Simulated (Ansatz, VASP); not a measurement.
## Cu (Copper): VASP beside Ansatz

Aim: how closely do two programs agree when they are given the same cell, functional and k mesh?

Program: Ansatz 0.2.0. Level of theory: plane waves, with VASP 6.6.1 beside it; single point at LDA. Results are calculated unless marked as measured.

## 1. Set-up

Symmetry: Fm-3m, No. 225, cubic system. The conventional cell has a = 3.615 Å, b = 3.615 Å, c = 3.615 Å, α = 90.00°, β = 90.00°, γ = 90.00°. Nearest to Cu lie 12 Cu at 2.56 Å.

## 2. Ansatz: single point, LDA

Ansatz runs on its default PAW (the set named soft_2) files.

With cell and atoms fixed, the geometry can't cause a difference; cores, projectors, grids and the points listed under the comparison can.

Input file input.yaml:

```yaml
crystal:
  lattice:
    - [0.0, 1.8075, 1.8075]
    - [1.8075, 0.0, 1.8075]
    - [1.8075, 1.8075, 0.0]
  atoms:
    - { symbol: Cu, position: [0.0, 0.0, 0.0] }
hamiltonian:
  xc: lda
  pseudopotentials: { kind: paw }
kpoints:
  mp_grid: { grid: [11, 11, 11] }
scf:
  occupations: { method: methfessel_paxton, width: 0.5 }
  n_extra_bands: 4
output:
  forces: true
  stress: true
  eigenvalues: true
```

Launch:

```bash
$ ansatz run input.yaml --threads 2 --pin off --max-ram 4608MiB --backend cpu --events-out ev --progress --plain --runs-dir out
```

Numbers of over 12 decimals in the logs are rounded to 6 here.

Output:

```text
scf.n_extra_bands = 4 over 10 filled bands (N_el = 19.0): the run solves 14 bands
Engine: ansatz 0.2.0, aarch64-unknown-linux-gnu
Pseudopotentials: kind: paw
Pseudopotential: Cu, paw, valence charge 19, recommended cutoff 420 eV (normal), Cu.paw.azcp
Functional definition: SPW92
  exchange = slater_x
  correlation = pw_c
Crystal: 1 atoms, lattice volume = 11.810 Å³
Basis set: ecut = 420 eV, 259 PW (Γ)
Bands: 14, of which v1, the nominal top of the filled ones, is band 10 counted from 1 (9 counted from 0)
Symmetry: 48 space group operations
Space group: Fm-3m (ITA 225), of the structure as read, at distance tolerance 2.3e-5 Å
k-points: 56 of 1331
Non-local potential: Cu, projectors of the file, l = 0: 3, l = 1: 2, l = 2: 3, l = 3: 1
PAW form: soft (Blöchl's): semilocal exchange-correlation on the pseudo side does not see the compensation charge
PAW frozen core: Cu, regenerated for the run's functional, and the local potential with it (the file was generated under x = pbe(κ = 0.804, μ = 0.219515), c = pbe(β = 0.066725))
PAW one-centre angular grid: Cu, 590 points (default); XC on 64 Gauss nodes
Initial density: superposition of atomic densities (neutral atoms: chi_scale 0, normalization atom), corrected by the library's trained network
Initial wavefunctions: pseudopotential atomic-orbital guess
Functional: x = slater, c = lda
SCF iter   1: F=—  HF=-6555.692826 eV  |F-HF|=—  |Δ(HF+E_count)|=         —  Δρ=2.36e-2  dr2=2.97e-2  ethr=1.77e-3  ⟨swp⟩=4.0  Hψ=3586  notcnv=0
preconditioner: auto → none  [metal: Δε(μ)=0.182 eV  Ē_g=16.937 eV  σ=0.500 eV  W_gap=0.30  n_scr=0 (ndim 8)  ℏωp=35.8 eV  f_vac=0.000  D(μ)=0.24/eV (n_scr^D=0)]
SCF iter   2: F=—  HF=-6555.685261 eV  |F-HF|=—  |Δ(HF+E_count)|=   7.57e-3  S|Δr|=    0.00e0  Δρ=1.65e-3  dr2=2.47e-4  ethr=1.56e-4  ⟨swp⟩=2.5  Hψ=1523  notcnv=0
SCF iter   3: F=—  HF=-6555.685232 eV  |F-HF|=—  |Δ(HF+E_count)|=   2.92e-5  S|Δr|=    0.00e0  Δρ=1.39e-3  dr2=6.17e-5  ethr=1.30e-6  ⟨swp⟩=2.1  Hψ=1243  notcnv=0
SCF iter   4: F=—  HF=-6555.685265 eV  |F-HF|=—  |Δ(HF+E_count)|=   3.31e-5  S|Δr|=    0.00e0  Δρ=2.27e-5  dr2=3.55e-8  ethr=5.26e-10  ⟨swp⟩=5.4  Hψ=4284  notcnv=0
SCF iter   5: F=-6555.685265 eV  HF=-6555.685265 eV  |F-HF|=8.06e-10  |Δ(HF+E_count)|=   2.50e-9  S|Δr|=    0.00e0  Δρ=2.75e-6  dr2=3.10e-10  ethr=1.87e-10  ⟨swp⟩=2.2  Hψ=2512  notcnv=0
SCF 1 converged in 5 iterations: F = -6555.685265 eV  dr2 = 3.10e-10
  greatest PAW one-centre occupation: 1.000 electrons in one spin orbital (limit 2), on the Cu atom at site 0 (counted from 0), in its partial waves of l = 0
SCF converged after 5 iterations
Stability not checked: this state was not tested for a lower state beside it, because cold or Methfessel-Paxton smearing, or corrected tetrahedra, fill the levels in a way that the test cannot read (fill_not_monotonic; see scf.lower_state_search)
Free energy (F): -6555.685265 eV
Harris-Foulkes:  -6555.685265 eV  (|F-HF|=8.06e-10)
Internal energy: -6555.689249 eV  (E = F + TS)
E sigma→0 (E₀):  -6555.686261 eV
Entropy (-TS):   0.003984 eV (3.984 meV/atom)
Fermi energy:    16.421349 eV
--- Per-component energies (eV) ---
  E_band       = -364.047223
  E_kinetic    = 300.439798
  E_local      = -4052.710148  (includes V_loc(G=0)·N_el)
  E_nonlocal   = 394.012969
  E_hartree    = 1780.838937
  E_xc         = -89.106393
  E_vxc        = -115.564554  (∫ρ·V_xc dr)
  E_paw        = -1593.160597  (= ΣΔE_a)
  E_vpaw       = -451.904518  (= ΣTr[D̂ρ^β])
  E_aug_tail   = 0.000220  (compensation charges beyond the density's cutoff)
  E_ewald      = -3296.453696
  E_core_change = 0.449660  (= ΣΔE_core)
  E_smearing   = 0.003984  (= −TS)
  E_closure    = 0.000000  (closes the sum)
  Σ components = -6555.685265   (vs F -6555.685265, Δ=0.00e0)
--- Forces (eV/Å), atoms counted from 1 ---
  atom   1  Cu     0.00000000     0.00000000     0.00000000
  max |Σ_I F_I| component: 9.24e-33 eV/Å
--- Stress (GPa, compression-positive) ---
      -12.768741       0.000000      -0.000000
        0.000000     -12.768741      -0.000000
        0.000000       0.000000     -12.768741
  P = ⅓ Tr σ = -12.7687 GPa (-127.687 kbar)
--- Band table (eV; the first three rows and the last of 56) ---
  k-point 0: bands = [... 6 lower, 13.2834, 13.2834, 14.1324, 14.1324, 39.0461, 41.3294, 41.3294, 41.3294]
  k-point 1: bands = [... 6 lower, 13.3387, 13.3387, 14.1123, 14.1123, 36.8074, 39.7283, 40.5587, 40.5587]
  k-point 2: bands = [... 6 lower, 13.4380, 13.4380, 14.1141, 14.1141, 32.1292, 39.3516, 39.5165, 39.5165]
  k-point 55: bands = [... 6 lower, 12.9457, 14.1026, 14.8055, 21.9751, 22.0087, 24.6085, 26.4825, 42.0690]
```

The job ended after 0.44 s (2 threads of Arm Neoverse V2, shared host; peak memory 0.25 GiB; 0.7 s of CPU time).

The run ends at a pressure of -12.77 GPa.

## 3. VASP: single point, LDA

The same cell, functional (in two slightly different forms), mesh and smearing now go to VASP, with its own data sets and cutoff.

Lines of VASP's logs that name or quote its potential files are left out, and so is its time.

Input file INCAR:

```
SYSTEM = Cu
PREC = Accurate
ENCUT = 400
EDIFF = 1E-06
NELM = 100
ISMEAR = 1
SIGMA = 0.5
LREAL = .FALSE.
ALGO = Normal
GGA = CA
NBANDS = 11
LORBIT = 11
LWAVE = .FALSE.
LCHARG = .FALSE.
KPAR = 2
ISIF = 2
```

Input file POSCAR:

```
Cu
1.0
    0.0000000000      1.8075000000      1.8075000000
    1.8075000000      0.0000000000      1.8075000000
    1.8075000000      1.8075000000      0.0000000000
Cu
1
Direct
    0.0000000000      0.0000000000      0.0000000000
```

Input file KPOINTS:

```
Automatic mesh
0
Gamma
11 11 11
0 0 0
```

Potentials, in the order of the species: Cu (PBE family, release 64).

Launch:

```bash
$ mpirun -np 2 vasp_std
```

Output:

```text
[banner, memory and clock lines left out]
running    2 mpi-ranks, on    1 nodes
 distrk:  each k-point on    1 cores,    2 groups
 distr:  one band on    1 cores,    1 groups

 POSCAR found type information on POSCAR Cu
 POSCAR found :  1 types and       1 ions
|                                                                             |
|               ----> ADVICE to this user running VASP <----                  |
|                                                                             |
|     You enforced a specific xc type in the INCAR file but a different       |
|     [... a line on the potential file left out ...]
|     I HOPE YOU KNOW WHAT YOU ARE DOING!                                     |
|                                                                             |

 LDA part: xc-table for (Slater(with rela. corr.)+CA(PZ))
 , standard interpolation
 POSCAR, INCAR and KPOINTS ok, starting setup
 FFT: planning ... GRIDC
 FFT: planning ... GRID_SOFT
 FFT: planning ... GRID
 WAVECAR not read
 entering main loop
       N       E                     dE             d eps       ncg     rms          rms(c)
DAV:   1     0.333506646014E+02    0.33351E+02   -0.46931E+03  1378   0.136E+03
DAV:   2    -0.508762077078E+01   -0.38438E+02   -0.35593E+02  1259   0.179E+02
DAV:   3    -0.588008660947E+01   -0.79247E+00   -0.78940E+00  1402   0.323E+01
DAV:   4    -0.588486650119E+01   -0.47799E-02   -0.47794E-02  1373   0.214E+00
DAV:   5    -0.588491355030E+01   -0.47049E-04   -0.47048E-04  1432   0.223E-01    0.869E+00
DAV:   6    -0.521998729976E+01    0.66493E+00   -0.20721E+01  1409   0.905E+01    0.464E+00
DAV:   7    -0.471453716829E+01    0.50545E+00   -0.31416E+00  1418   0.355E+01    0.493E-01
DAV:   8    -0.470318077582E+01    0.11356E-01   -0.90869E-03  1479   0.187E+00    0.363E-01
DAV:   9    -0.470072596419E+01    0.24548E-02   -0.13078E-02  1444   0.203E+00    0.172E-02
DAV:  10    -0.470073468326E+01   -0.87191E-05   -0.41354E-05  1783   0.106E-01    0.451E-03
DAV:  11    -0.470073679223E+01   -0.21090E-05   -0.10730E-06   870   0.106E-02    0.628E-04
DAV:  12    -0.470073679456E+01   -0.23319E-08   -0.73500E-08   703   0.461E-03
   1 F= -.47007368E+01 E0= -.47018932E+01  d E =0.346930E-02
```

From OUTCAR (step 3):

```text
ion  position               nearest neighbor table
   1  0.000  0.000  0.000-

  LATTYP: Found a face centered cubic cell.
 ALAT       =     3.6150000000

 Subroutine GETGRP returns: Found 48 space group operations
 (whereof 48 operations were pure point group operations)

The static configuration has the point symmetry O_h .

 Found     56 irreducible k-points:

   k-points           NKPTS =     56   k-points in BZ     NKDIM =     56   number of bands    NBANDS=     11

   dimension x,y,z NGX =    18 NGY =   18 NGZ =   18
   dimension x,y,z NGXF=    36 NGYF=   36 NGZF=   36

   ENCUT  =  400.0 eV  29.40 Ry    5.42 a.u.   4.17  4.17  4.17*2*pi/ulx,y,z

   NELECT =      11.0000    total number of electrons

 k-points in reciprocal lattice and weights: Automatic mesh
   0.00000000  0.00000000  0.00000000       0.001
   0.09090909  0.00000000  0.00000000       0.006
   0.18181818  0.00000000  0.00000000       0.006
   0.27272727  0.00000000  0.00000000       0.006
   0.36363636  0.00000000  0.00000000       0.006
   0.45454545  0.00000000  0.00000000       0.006
   0.09090909  0.09090909  0.00000000       0.005
   0.18181818  0.09090909  0.00000000       0.018
   0.27272727  0.09090909  0.00000000       0.018
[...]
-0.36363636  0.45454545  0.18181818       0.018
  -0.27272727  0.45454545  0.18181818       0.018

 average (electrostatic) potential at core
       1 -63.4314

 E-fermi :   7.2554

 k-point     1 :       0.0000    0.0000    0.0000
  band No.  band energies     occupation
    ...
      2       4.0962      2.00000
      3       4.0962      2.00000
      4       4.0962      2.00000
      5       4.9349      2.00000
      6       4.9349      2.00000
      7      29.8664      0.00000
      8      32.3108      0.00000
      9      32.3108      0.00000
     10      32.3108      0.00000
     11      34.8418      0.00000

 k-point     2 :       0.0909    0.0000    0.0000
  band No.  band energies     occupation
    ...
      2       4.0337      2.00000
      3       4.1502      2.00000
      4       4.1502      2.00000
      5       4.9143      2.00000
      6       4.9143      2.00000
      7      27.6873      0.00000
      8      30.6055      0.00000
      9      31.5266      0.00000
     10      31.5267      0.00000
     11      36.0434      0.00000

 k-point     3 :       0.1818    0.0000    0.0000
  band No.  band energies     occupation
    ...
      2       3.8992      2.00000
      3       4.2478      2.00000
      4       4.2478      2.00000
      5       4.9156      2.00000
      6       4.9156      2.00000
      7      23.0026      0.00000
      8      30.1989      0.00000
      9      30.4789      0.00000
     10      30.4789      0.00000
     11      36.7663      0.00000

  Total       -0.9246730     -0.9246730     -0.9246730      0.0000000     -0.0000000      0.0000000
  in kB     -125.4393666   -125.4393666   -125.4393666      0.0000000     -0.0000000      0.0000000
  external PRESSURE =    -125.4393666 kB  Pullay stress =       0.0000000 kB

  energy-cutoff  :      400.00
  volume of cell :       11.81
      direct lattice vectors                 reciprocal lattice vectors
     0.000000000  1.807500000  1.807500000    -0.276625173  0.276625173  0.276625173
     1.807500000  0.000000000  1.807500000     0.276625173 -0.276625173  0.276625173
     1.807500000  1.807500000  0.000000000     0.276625173  0.276625173 -0.276625173

 POSITION                                       TOTAL-FORCE (eV/Angst)
 -----------------------------------------------------------------------------------
      0.00000      0.00000      0.00000        -0.000000     -0.000000      0.000000
 -----------------------------------------------------------------------------------
    total drift:                                0.000000     -0.000000      0.000000

  FREE ENERGIE OF THE ION-ELECTRON SYSTEM (eV)
  ---------------------------------------------------
  free  energy   TOTEN  =        -4.7007367946 eV

  energy  without entropy=       -4.7042060921  energy(sigma->0) =       -4.70189323

 total charge
# of ion       s       p       d       tot
------------------------------------------
    1        0.456   0.388   9.180  10.024

[... 3 further parts left out ...]
```

The run ends at a pressure of -12.54 GPa.

## 4. Differences

Known differences besides the potentials themselves: the two LDA forms differ slightly; the data sets hold 19 valence electrons in Ansatz (default PAW (the set named soft_2) files) and 11 in VASP; the cutoff is 420 eV in Ansatz and 400 eV in VASP; Ansatz makes its cores anew for this functional, VASP keeps those of its PBE data sets; VASP's log shows a relativistic correction to its local exchange, Ansatz's none. Total energies have different zeros and are not compared.

Both answers:

```
                                        quantity  Ansatz    VASP  difference
                                  pressure (GPa)  -12.77  -12.54       -0.22
pressure without Ansatz's Pulay correction (GPa)  -12.87  -12.54       -0.32
```

Ansatz's pressure holds a Pulay correction of 0.10 GPa; VASP's holds none.

## 5. Outcome

```
difference in pressure (single point, LDA) : -0.22 GPa
```

In words: The difference in pressure is -0.22 GPa (single point, LDA), within the 1 GPa picked in this series as the mark of a large difference. Such differences can come from data sets, numerical settings and the points named under the comparisons, not from the functional's error against experiment.

[Lines on the potential files, build, host, timing and source positions are cut from VASP's logs without a mark.]

[Logs are printed without paths, hosts, clocks, repeated set-up lines and the standing remarks that a program may print on its own settings, such as how far it seeks lower states.]

[Hosts, paths, dates, database ids (printed as entryN), source tags and the programs' standing remarks are cut or masked in the printed files.]
